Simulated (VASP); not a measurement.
Given:

```xyz
1
Lattice="-1.7168 1.7168 1.7168 1.7168 -1.7168 1.7168 1.7168 1.7168 -1.7168" Properties=species:S:1:pos:R:3 pbc="T T T"
Li     0.0000     0.0000     0.0000
```

All values below come from PW91 GGA, VASP's PBE PAW potentials (set 64) (plane waves; VASP 6.6.1). Run with 520 eV cut-off, 13×13×13 Γ-centred mesh, first-order Methfessel-Paxton smearing of 0.10 eV, potentials Li_sv.

Q: What does the run give for the energy per atom (σ→0), band gap (on the k-mesh) with the smallest direct gap where there is one?

A: 
The band gap (on the k-mesh) is none (metal, semimetal or under 0.01 eV). The energy per atom (σ→0) comes out as -1890 meV/atom.

The absolute energy has meaning only against runs of the same code, potentials and settings.

The compound is Li in the bcc structure. It was relaxed first. The start is the result of an earlier pass.
